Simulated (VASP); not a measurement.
Mg2Ge (antifluorite), at 1.04 of the tabulated volume:

```xyz
3
Lattice="0.0000 3.2370 3.2370 3.2370 0.0000 3.2370 3.2370 3.2370 0.0000" Properties=species:S:1:pos:R:3 pbc="T T T"
Mg     1.6185     1.6185     1.6185
Mg     4.8556     4.8556     4.8556
Ge     0.0000     0.0000     0.0000
```

The lowest empty band near X, direction across the valley's axis, from PBE with spin-orbit coupling in VASP (PAW); its two spin partners are averaged. The gap over the points computed is 0.12 eV, and the next band on that side lies 0.27 eV away at the edge.

Run with 400 eV cut-off, 7×7×7 Γ-centred mesh, Gaussian smearing of 0.050 eV, potentials Mg Ge_d.

| distance from the edge in k (1/Å) | distance in energy (meV) |
|---|---|
| 0.018 | 6.5 |
| 0.025 | 12.5 |
| 0.035 | 24.5 |
| 0.050 | 49.6 |

Task: Fit E(1 + αE) = ħ²k²/2m* (ħ²/2m0 = 3.810 eV Å²) and predict the row at 0.070 1/Å.

Result: The rows don't resolve α, so a parabola serves: the electron mass is m* = 0.192 m0, and so 97.4 meV. The run gave 96.0 meV, -1.4 meV from the fit.

Left out are points under 3 meV from the edge, since the levels carry 0.1 meV, and points farther than half the way to the next band.

The compound is Mg2Ge in the antifluorite structure. The cell was not relaxed at this level.
